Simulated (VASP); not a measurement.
VASP ran on this input.

**INCAR**
```
SYSTEM  =  Ga
PREC  =  Accurate; ENCUT  =  480; LREAL  =  .False.
LASPH  =  .True.
EDIFF  =  1E-7; NELM  =  100; ALGO  =  Normal
LMAXMIX  =  4
ISMEAR  =  1; SIGMA  =  0.1
GGA  =  PE
ISIF  =  2
LWAVE  =  .False.; LCHARG  =  .False.
```

### POSCAR
```
Ga
1
    2.2528031505    -3.8735434889    -0.0000000000
    2.2528031505     3.8735434889     0.0000000000
    0.0000000000    -0.0000000000     4.6169924133
Ga
4
Direct
  0.1557018483   0.8442981517   0.9181997463
  0.3442981517   0.6557018483   0.4181997463
  0.6557018483   0.3442981517   0.5818002537
  0.8442981517   0.1557018483   0.0818002537
```

### KPOINTS
```
Automatic mesh
0
Gamma
8 8 6
```

POTCAR, in this order: Ga_d (PBE.64 set). Program: vasp_std.

**Question.** Translate this PBE calculation to Quantum ESPRESSO's pw.x.

**Answer.** One equivalent input (not run):
```
&CONTROL
  calculation = 'scf'
  pseudo_dir = './pseudo'
  outdir = './out'
  tprnfor = .true.
  tstress = .true.
/
&SYSTEM
  ibrav = 0
  nat = 4
  ntyp = 1
  ecutwfc = 80
  occupations = 'smearing'
  smearing = 'methfessel-paxton'
  degauss = 0.00735
  input_dft = 'pbe'
/
&ELECTRONS
  conv_thr = 7.3e-09
  electron_maxstep = 100
/
ATOMIC_SPECIES
  Ga 69.723 Ga.upf
CELL_PARAMETERS angstrom
     2.2528032   -3.8735435   -0.0000000
     2.2528032    3.8735435    0.0000000
     0.0000000   -0.0000000    4.6169924
ATOMIC_POSITIONS crystal
  Ga   0.1557018  0.8442982  0.9181997
  Ga   0.3442982  0.6557018  0.4181997
  Ga   0.6557018  0.3442982  0.5818003
  Ga   0.8442982  0.1557018  0.0818003
K_POINTS automatic
  8 8 6 0 0 0
```
Limits of the translation: the potentials are each code's own (VASP's PAW set, PseudoDojo norm-conserving files in pw.x), so ENCUT and ecutwfc are chosen apart and not converted; conv_thr bounds pw.x's estimated SCF error, while EDIFF bounds the energy change between steps.

The compound is Ga in the alpha structure. It was relaxed first.
